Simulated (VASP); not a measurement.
# How SCF solver and k-mesh change a VASP run on Hf (Hafnium), part 2 of 3

How sensitive are energy and pressure of Hf (Hafnium) to the SCF solver and k-mesh? The series runs use PBEsol. The start is a cell from a database of measured crystal structures.

VASP 6.6.1; PBEsol; plane waves and PAW (Hf_pv).

So far. Step 6 (SCF solver: ALGO = Damped): Against the first of the series the energy stays within 0.01 meV an atom and the pressure within 0.01 GPa, after 22 cycles in 5.6 s. Step 7 (SCF solver: AMIX = 0.1, BMIX = 0.01): Against the first of the series the energy stays within 0.01 meV an atom; the pressure moves by +0.02 GPa, after 13 cycles in 4.2 s.

### 8. SCF solver: AMIX = 0.8

INCAR reads:

```
SYSTEM = Hf
PREC = Accurate
ENCUT = 400
EDIFF = 1E-06
NELM = 100
ISMEAR = -1
SIGMA = 0.05
LREAL = .FALSE.
ALGO = Normal
GGA = PS
NBANDS = 16
LASPH = .TRUE.
LORBIT = 11
LWAVE = .FALSE.
LCHARG = .FALSE.
KPAR = 2
ISIF = 2
AMIX = 0.8
```

POSCAR reads:

```
Hf
1.0
    3.1967000000      0.0000000000      0.0000000000
   -1.5983500000      2.7684234083      0.0000000000
    0.0000000000      0.0000000000      5.0578000000
Hf
2
Direct
    0.3333333333      0.6666666667      0.2500000000
    0.6666666667      0.3333333333      0.7500000000
```

KPOINTS reads:

```
Automatic mesh
0
Gamma
7 7 4
0 0 0
```

Potentials, in the order of the species: Hf_pv (PBE family, release 64).

Command:

```sh
mpirun -np 2 vasp_std
```

Output:

```text
[... set-up lines as in an earlier step ...]
 entering main loop
       N       E                     dE             d eps       ncg     rms          rms(c)
[... 5 cycles as in an earlier step ...]
DAV:   6    -0.209897604093E+02    0.80061E+00   -0.24053E+00   896   0.101E+01    0.317E+01
DAV:   7    -0.209885922943E+02    0.11681E-02   -0.66565E-02   872   0.199E+00    0.232E+00
DAV:   8    -0.209873869719E+02    0.12053E-02   -0.35373E-03   976   0.387E-01    0.211E-01
DAV:   9    -0.209873833176E+02    0.36544E-05   -0.22996E-04   960   0.121E-01    0.128E-01
DAV:  10    -0.209873857473E+02   -0.24297E-05   -0.11741E-05   976   0.241E-02    0.431E-02
DAV:  11    -0.209873853749E+02    0.37235E-06   -0.10248E-06   584   0.715E-03
   1 F= -.20987385E+02 E0= -.20981044E+02  d E =-.126825E-01
```

Run time: 3.8 s. Hardware: 2 MPI ranks of AMD EPYC 9R45, shared host; peak memory 0.24 GiB; 5.7 s of CPU time.

Parts of OUTCAR (step 8):

```text
  Total       -1.2179498     -1.2179498     -0.9008522     -0.0000000     -0.0000000     -0.0000000
  in kB      -43.5957260    -43.5957260    -32.2454234     -0.0000000     -0.0000000     -0.0000000
  external PRESSURE =     -39.8122918 kB  Pullay stress =       0.0000000 kB

 POSITION                                       TOTAL-FORCE (eV/Angst)
 -----------------------------------------------------------------------------------
     -0.00000      1.84562      1.26445         0.000000      0.000000      0.000000
      1.59835      0.92281      3.79335        -0.000000      0.000000      0.000000
 -----------------------------------------------------------------------------------
    total drift:                               -0.000000      0.000000     -0.000000

  FREE ENERGIE OF THE ION-ELECTRON SYSTEM (eV)
  ---------------------------------------------------
  free  energy   TOTEN  =       -20.9873853749 eV

  energy  without entropy=      -20.9747028292  energy(sigma->0) =      -20.98104410

[... 2 parts as in an earlier step ...]

[... 1 further part left out ...]
[key lines of the parts left out:]
E-fermi :   4.8211
```

Against the first of the series the energy stays within 0.01 meV an atom and the pressure within 0.01 GPa, after 11 cycles in 3.8 s.

### 9. SCF solver: IMIX = 1, AMIX = 0.2

INCAR: that of step 8 with these lines changed.

```diff
@@ -17,2 +17,3 @@
 ISIF = 2
-AMIX = 0.8
+IMIX = 1
+AMIX = 0.2
```

POSCAR is that of step 8.

KPOINTS is that of step 8.

Command:

```sh
mpirun -np 2 vasp_std
```

Output:

```text
[... set-up lines as in an earlier step ...]
 entering main loop
       N       E                     dE             d eps       ncg     rms          rms(c)
[... 5 cycles as in an earlier step ...]
DAV:   6    -0.214529391569E+02    0.33743E+00   -0.13288E-01   880   0.241E+00    0.522E+01
DAV:   7    -0.212568923319E+02    0.19605E+00   -0.86503E-02   928   0.194E+00    0.417E+01
DAV:   8    -0.211438217094E+02    0.11307E+00   -0.44491E-02   944   0.136E+00    0.332E+01
DAV:   9    -0.210784277073E+02    0.65394E-01   -0.25051E-02   920   0.100E+00    0.265E+01
[...]
DAV:  28    -0.209873866770E+02    0.27245E-05   -0.86853E-07   536   0.586E-03    0.335E-01
DAV:  29    -0.209873852390E+02    0.14380E-05   -0.43330E-07   408   0.450E-03    0.266E-01
DAV:  30    -0.209873845408E+02    0.69817E-06   -0.31246E-07   424   0.357E-03
   1 F= -.20987385E+02 E0= -.20981049E+02  d E =-.126702E-01
```

Elapsed: 8.4 s, on 2 MPI ranks; peak memory 0.24 GiB; 15 s of CPU time.

OUTCAR, selected parts (step 9):

```text
  Total       -1.2204968     -1.2204968     -0.9048638      0.0000000      0.0000000      0.0000000
  in kB      -43.6868968    -43.6868968    -32.3890147      0.0000000      0.0000000      0.0000000
  external PRESSURE =     -39.9209361 kB  Pullay stress =       0.0000000 kB

  FREE ENERGIE OF THE ION-ELECTRON SYSTEM (eV)
  ---------------------------------------------------
  free  energy   TOTEN  =       -20.9873845408 eV

  energy  without entropy=      -20.9747142923  energy(sigma->0) =      -20.98104942

[... 3 parts as in an earlier step ...]

[... 1 further part left out ...]
[key lines of the parts left out:]
E-fermi :   4.8215
```

Against the first of the series the energy stays within 0.01 meV an atom; the pressure moves by -0.01 GPa, after 30 cycles in 8.4 s.

### 10. The SCF solver series as a table

This step: convergence of PBEsol results with the solver; plane waves and PAW (VASP 6.6.1).

No new run; the numbers come from the runs before.

Differences are taken from the run with ALGO = Normal. Results of the series, by row:

| setting | status | energy less the reference (meV/atom) | pressure (GPa) | SCF cycles | wall time (s) |
| --- | --- | --- | --- | --- | --- |
| ALGO = Normal | converged | 0 | -3.977 | 12 | 3.6 |
| ALGO = Fast | converged | 2.50e-5 | -3.974 | 15 | 4.8 |
| ALGO = VeryFast | converged | 2.30e-4 | -3.974 | 19 | 5.6 |
| ALGO = All | converged | -3.95e-4 | -3.972 | 17 | 5.8 |
| ALGO = Damped | converged | 4.15e-4 | -3.979 | 22 | 5.6 |
| AMIX = 0.1, BMIX = 0.01 | converged | -0.002475 | -3.957 | 13 | 4.2 |
| AMIX = 0.8 | converged | 1.45e-4 | -3.981 | 11 | 3.8 |
| IMIX = 1, AMIX = 0.2 | converged | -0.002515 | -3.992 | 30 | 8.4 |

### 11. K-mesh: 2 2 2

This step: PBEsol; plane waves and PAW (Hf_pv) (VASP 6.6.1).

The sum over the zone converges with the mesh, fast for insulators and slowly for metals.

INCAR: that of step 9 with these lines changed.

```diff
@@ -15,5 +15,3 @@
 LCHARG = .FALSE.
-KPAR = 2
+NCORE = 2
 ISIF = 2
-IMIX = 1
-AMIX = 0.2
```

POSCAR is that of step 9.

KPOINTS reads:

```
Automatic mesh
0
Gamma
2 2 2
0 0 0
```

Command:

```sh
mpirun -np 2 vasp_std
```

Output:

```text
[banner, memory and clock lines left out]
running    2 mpi-ranks, on    1 nodes
 distrk:  each k-point on    2 cores,    1 groups
 distr:  one band on    2 cores,    1 groups

 POSCAR found type information on POSCAR Hf
 POSCAR found :  1 types and       2 ions
 [... a notice as in an earlier step ...]

 LDA part: xc-table for (Slater+PW92), standard interpolation
 POSCAR, INCAR and KPOINTS ok, starting setup
 FFT: planning ... GRIDC
 FFT: planning ... GRID_SOFT
 FFT: planning ... GRID
 WAVECAR not read
 entering main loop
       N       E                     dE             d eps       ncg     rms          rms(c)
DAV:   1     0.382952322626E+02    0.38295E+02   -0.10050E+04   128   0.978E+02
DAV:   2    -0.211763362254E+02   -0.59472E+02   -0.58506E+02   176   0.225E+02
DAV:   3    -0.225430622971E+02   -0.13667E+01   -0.13631E+01   152   0.246E+01
DAV:   4    -0.225539889857E+02   -0.10927E-01   -0.10924E-01   184   0.261E+00
DAV:   5    -0.225541172037E+02   -0.12822E-03   -0.12821E-03   160   0.243E-01    0.610E+01
DAV:   6    -0.219826697591E+02    0.57145E+00   -0.52990E-01   160   0.480E+00    0.343E+01
DAV:   7    -0.217960452055E+02    0.18662E+00   -0.73823E-01   152   0.551E+00    0.266E+00
DAV:   8    -0.217916124254E+02    0.44328E-02   -0.15909E-02   168   0.933E-01    0.172E+00
DAV:   9    -0.217885213092E+02    0.30911E-02   -0.13862E-02   160   0.831E-01    0.915E-01
DAV:  10    -0.217883500153E+02    0.17129E-03   -0.36118E-04   144   0.141E-01    0.748E-02
DAV:  11    -0.217883500016E+02    0.13712E-07   -0.41382E-05   160   0.446E-02    0.104E-01
DAV:  12    -0.217883501573E+02   -0.15566E-06   -0.36673E-06   144   0.133E-02
   1 F= -.21788350E+02 E0= -.21768057E+02  d E =-.405859E-01
```

Run time: 1.6 s. Hardware: 2 MPI ranks; peak memory 0.2 GiB; 2.1 s of CPU time.

Parts of OUTCAR (step 11):

```text
   k-points           NKPTS =      4   k-points in BZ     NKDIM =      4   number of bands    NBANDS=     16

   NELECT =      20.0000    total number of electrons

 E-fermi :   5.5650

 k-point     1 :       0.0000    0.0000    0.0000
  band No.  band energies     occupation
    ...
      5     -25.4092      2.00000
      6     -25.2173      2.00000
      7      -2.6310      2.00000
      8       1.0163      2.00000
      9       5.4719      1.73106
     10       5.8810      0.00359
     11       5.8810      0.00359
     12       6.2833      0.00000
     13       6.6975      0.00000
     14       6.6975      0.00000
    ...

  Total       -7.8880387     -7.8880387      4.9801304      0.0000000      0.0000000     -0.0000000
  in kB     -282.3472551   -282.3472551    178.2605549      0.0000000      0.0000000     -0.0000000
  external PRESSURE =    -128.8113185 kB  Pullay stress =       0.0000000 kB

 POSITION                                       TOTAL-FORCE (eV/Angst)
 -----------------------------------------------------------------------------------
     -0.00000      1.84562      1.26445        -0.000000     -0.000000      0.000000
      1.59835      0.92281      3.79335         0.000000      0.000000      0.000000
 -----------------------------------------------------------------------------------
    total drift:                               -0.000000      0.000000     -0.000000

  FREE ENERGIE OF THE ION-ELECTRON SYSTEM (eV)
  ---------------------------------------------------
  free  energy   TOTEN  =       -21.7883501573 eV

  energy  without entropy=      -21.7477642173  energy(sigma->0) =      -21.76805719

[... 7 parts as in an earlier step ...]

[... 7 further parts left out ...]
```

This step gave:

```
SCF cycles              : 12
irreducible k-points    : 4
free energy (TOTEN)     : -21.79 eV
energy at zero smearing : -21.77 eV
Fermi energy            : 5.565 eV
pressure                : -12.88 GPa
```

The series starts at -10.8840 eV an atom and -12.88 GPa, after 12 cycles in 1.6 s.

### 12. K-mesh: 3 3 2

INCAR: that of step 11 with these lines changed.

```diff
@@ -15,3 +15,3 @@
 LCHARG = .FALSE.
-NCORE = 2
+KPAR = 2
 ISIF = 2
```

POSCAR is that of step 11.

KPOINTS reads:

```
Automatic mesh
0
Gamma
3 3 2
0 0 0
```

Command:

```sh
mpirun -np 2 vasp_std
```

Output:

```text
[... set-up lines as in an earlier step ...]
 entering main loop
       N       E                     dE             d eps       ncg     rms          rms(c)
DAV:   1     0.333704966079E+02    0.33370E+02   -0.10019E+04   192   0.974E+02
DAV:   2    -0.205248634268E+02   -0.53895E+02   -0.52663E+02   272   0.213E+02
DAV:   3    -0.218510591734E+02   -0.13262E+01   -0.13246E+01   216   0.237E+01
DAV:   4    -0.218616712308E+02   -0.10612E-01   -0.10612E-01   256   0.267E+00
[...]
DAV:  10    -0.210386660418E+02    0.13712E-04   -0.44285E-05   248   0.478E-02    0.182E-01
DAV:  11    -0.210386677868E+02   -0.17450E-05   -0.44792E-06   240   0.147E-02    0.546E-03
DAV:  12    -0.210386678569E+02   -0.70097E-07   -0.43904E-07   128   0.457E-03
   1 F= -.21038668E+02 E0= -.21035514E+02  d E =-.630855E-02
```

The job ended after 2.2 s (2 MPI ranks; peak memory 0.23 GiB; 3 s of CPU time).

From OUTCAR (step 12):

```text
  Total       -1.0940131     -1.0940131     -1.5897293      0.0000000      0.0000000      0.0000000
  in kB      -39.1594925    -39.1594925    -56.9033361      0.0000000      0.0000000      0.0000000
  external PRESSURE =     -45.0741070 kB  Pullay stress =       0.0000000 kB

  FREE ENERGIE OF THE ION-ELECTRON SYSTEM (eV)
  ---------------------------------------------------
  free  energy   TOTEN  =       -21.0386678569 eV

  energy  without entropy=      -21.0323593049  energy(sigma->0) =      -21.03551358

[... 2 parts as in an earlier step ...]

[... 2 further parts left out ...]
[key lines of the parts left out:]
E-fermi :   4.7720
```

Against the run before the energy moves by +366.27 meV an atom and the pressure by +8.37 GPa, after 12 cycles in 2.2 s.

### 13. K-mesh: 4 4 3

INCAR is that of step 12.

POSCAR is that of step 12.

KPOINTS reads:

```
Automatic mesh
0
Gamma
4 4 3
0 0 0
```

Command:

```sh
mpirun -np 2 vasp_std
```

Output:

```text
[... set-up lines as in an earlier step ...]
 entering main loop
       N       E                     dE             d eps       ncg     rms          rms(c)
DAV:   1     0.346080260321E+02    0.34608E+02   -0.10114E+04   256   0.969E+02
DAV:   2    -0.205117779578E+02   -0.55120E+02   -0.54040E+02   336   0.214E+02
DAV:   3    -0.217311328748E+02   -0.12194E+01   -0.12166E+01   336   0.230E+01
DAV:   4    -0.217414628238E+02   -0.10330E-01   -0.10329E-01   312   0.257E+00
[...]
DAV:   9    -0.209426271245E+02   -0.11586E-03   -0.12430E-03   352   0.259E-01    0.202E-01
DAV:  10    -0.209426159797E+02    0.11145E-04   -0.51028E-05   304   0.507E-02    0.218E-01
DAV:  11    -0.209426165226E+02   -0.54285E-06   -0.51546E-06   328   0.158E-02
   1 F= -.20942617E+02 E0= -.20931757E+02  d E =-.217188E-01
```

Elapsed: 2.2 s, on 2 MPI ranks; peak memory 0.23 GiB; 3.1 s of CPU time.

OUTCAR, selected parts (step 13):

```text
  Total       -0.3717357     -0.3717357     -2.4536984      0.0000000      0.0000000     -0.0000000
  in kB      -13.3060385    -13.3060385    -87.8285521      0.0000000      0.0000000     -0.0000000
  external PRESSURE =     -38.1468764 kB  Pullay stress =       0.0000000 kB

 POSITION                                       TOTAL-FORCE (eV/Angst)
 -----------------------------------------------------------------------------------
     -0.00000      1.84562      1.26445        -0.000000      0.000000      0.000000
      1.59835      0.92281      3.79335         0.000000      0.000000      0.000000
 -----------------------------------------------------------------------------------
    total drift:                               -0.000000      0.000000     -0.000000

  FREE ENERGIE OF THE ION-ELECTRON SYSTEM (eV)
  ---------------------------------------------------
  free  energy   TOTEN  =       -20.9426165226 eV

  energy  without entropy=      -20.9208977143  energy(sigma->0) =      -20.93175712

[... 1 part as in an earlier step ...]

[... 2 further parts left out ...]
[key lines of the parts left out:]
E-fermi :   4.6413
```

Against the run before the energy moves by +51.88 meV an atom and the pressure by +0.69 GPa, after 11 cycles in 2.2 s.

### 14. K-mesh: 6 6 3

INCAR is that of step 13.

POSCAR is that of step 13.

KPOINTS reads:

```
Automatic mesh
0
Gamma
6 6 3
0 0 0
```

Command:

```sh
mpirun -np 2 vasp_std
```

Output:

```text
[... set-up lines as in an earlier step ...]
 entering main loop
       N       E                     dE             d eps       ncg     rms          rms(c)
DAV:   1     0.406026757583E+02    0.40603E+02   -0.10012E+04   456   0.979E+02
DAV:   2    -0.202317185646E+02   -0.60834E+02   -0.59705E+02   592   0.223E+02
DAV:   3    -0.217274190669E+02   -0.14957E+01   -0.14793E+01   576   0.249E+01
DAV:   4    -0.217396629109E+02   -0.12244E-01   -0.12243E-01   576   0.281E+00
[...]
DAV:   9    -0.209390393644E+02   -0.10713E-03   -0.12202E-03   600   0.258E-01    0.192E-01
DAV:  10    -0.209390285190E+02    0.10845E-04   -0.51313E-05   544   0.511E-02    0.203E-01
DAV:  11    -0.209390295044E+02   -0.98544E-06   -0.47717E-06   552   0.154E-02
   1 F= -.20939030E+02 E0= -.20926867E+02  d E =-.243258E-01
```

It took 2.8 s on 2 MPI ranks; peak memory 0.24 GiB; 4.2 s of CPU time.

OUTCAR, selected parts (step 14):

```text
  Total       -1.0188789     -1.0188789     -0.9232180     -0.0000000      0.0000000      0.0000000
  in kB      -36.4701126    -36.4701126    -33.0459935     -0.0000000      0.0000000      0.0000000
  external PRESSURE =     -35.3287396 kB  Pullay stress =       0.0000000 kB

 POSITION                                       TOTAL-FORCE (eV/Angst)
 -----------------------------------------------------------------------------------
     -0.00000      1.84562      1.26445         0.000000     -0.000000      0.000000
      1.59835      0.92281      3.79335        -0.000000      0.000000      0.000000
 -----------------------------------------------------------------------------------
    total drift:                               -0.000000      0.000000     -0.000000

  FREE ENERGIE OF THE ION-ELECTRON SYSTEM (eV)
  ---------------------------------------------------
  free  energy   TOTEN  =       -20.9390295044 eV

  energy  without entropy=      -20.9147037188  energy(sigma->0) =      -20.92686661

[... 1 part as in an earlier step ...]

[... 2 further parts left out ...]
[key lines of the parts left out:]
E-fermi :   4.8193
```

Against the run before the energy moves by +2.45 meV an atom and the pressure by +0.28 GPa, after 11 cycles in 2.8 s.

### 15. K-mesh: 7 7 4

INCAR is that of step 14.

POSCAR is that of step 14.

KPOINTS reads:

```
Automatic mesh
0
Gamma
7 7 4
0 0 0
```

Command:

```sh
mpirun -np 2 vasp_std
```

Output:

```text
[... set-up lines as in an earlier step ...]
 entering main loop
       N       E                     dE             d eps       ncg     rms          rms(c)
[... 12 cycles as in an earlier step ...]
   1 F= -.20987385E+02 E0= -.20981044E+02  d E =-.126819E-01
```

It took 4 s on 2 MPI ranks; peak memory 0.25 GiB; 6.4 s of CPU time.

OUTCAR, selected parts (step 15):

```text
[... 6 parts as in an earlier step ...]

[... 1 further part left out ...]
[key lines of the parts left out:]
E-fermi :   4.8211
```

Against the run before the energy moves by -27.09 meV an atom and the pressure by -0.44 GPa, after 12 cycles in 4 s.

### 16. K-mesh: 10 10 5

INCAR is that of step 15.

POSCAR is that of step 15.

KPOINTS reads:

```
Automatic mesh
0
Gamma
10 10 5
0 0 0
```

Command:

```sh
mpirun -np 2 vasp_std
```

Output:

```text
[... set-up lines as in an earlier step ...]
 entering main loop
       N       E                     dE             d eps       ncg     rms          rms(c)
DAV:   1     0.388749470559E+02    0.38875E+02   -0.10045E+04  1360   0.972E+02
DAV:   2    -0.203638682567E+02   -0.59239E+02   -0.57776E+02  1808   0.222E+02
DAV:   3    -0.217726498375E+02   -0.14088E+01   -0.14041E+01  1792   0.246E+01
DAV:   4    -0.217840090651E+02   -0.11359E-01   -0.11358E-01  1664   0.271E+00
[...]
DAV:   9    -0.209883133168E+02   -0.10220E-03   -0.11093E-03  1816   0.242E-01    0.181E-01
DAV:  10    -0.209883052628E+02    0.80540E-05   -0.54178E-05  1616   0.518E-02    0.215E-01
DAV:  11    -0.209883054542E+02   -0.19150E-06   -0.62775E-06  1656   0.176E-02
   1 F= -.20988305E+02 E0= -.20982852E+02  d E =-.109063E-01
```

Elapsed: 5.6 s, on 2 MPI ranks; peak memory 0.26 GiB; 9.1 s of CPU time.

(Part 2 of 3 ends here.)

[Lines on the potential files, build, host, timing and source positions are cut from VASP's logs without a mark.]

[Logs are printed without paths, hosts, clocks, repeated set-up lines and the standing remarks that a program may print on its own settings, such as how far it seeks lower states.]

[Hosts, paths, dates, database ids (printed as entryN), source tags and the programs' standing remarks are cut or masked in the printed files.]

[A measured line is paired with the nearest computed mode of its activity, which favours agreement.]
